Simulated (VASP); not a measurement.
# TiC (relaxed from the NiAs structure, space group P6_3/mmc): computed properties

Level of theory: r2SCAN meta-GGA, VASP's PBE PAW potentials (set 64) (plane waves; VASP).

```yaml
space_group: P6_3/mmc (194)
cell: a = 3.044 Å, b = 3.044 Å, c = 5.362 Å, α = 90.00°, β = 90.00°, γ = 120.00°
volume_per_atom: 10.76 Å³/atom
band gap (over mesh and band path): none (metal, semimetal or under 0.01 eV)
density: 4.62 g/cm³
```

```cif
data_C2Ti2
_chemical_formula_sum 'Ti2 C2'
_space_group_name_H-M_alt 'P63/mmc'
_space_group_IT_number 194
_space_group_name_Hall '-P 6c 2c'
_cell_length_a 3.04442
_cell_length_b 3.04442
_cell_length_c 5.36153
_cell_angle_alpha 90.000
_cell_angle_beta 90.000
_cell_angle_gamma 120.000
loop_
_atom_site_label
_atom_site_type_symbol
_atom_site_symmetry_multiplicity
_atom_site_Wyckoff_symbol
_atom_site_fract_x
_atom_site_fract_y
_atom_site_fract_z
_atom_site_occupancy
Ti1 Ti 2 a 0.00000 0.00000 0.00000 1
C1 C 2 c 0.33333 0.66667 0.25000 1
```

The structure was generated: TiC was put into the NiAs type (P6_3/mmc), which need not be its known phase. It was relaxed first, which changed the volume by -44 %. Symmetry was kept, so distortions that lower it aren't found.
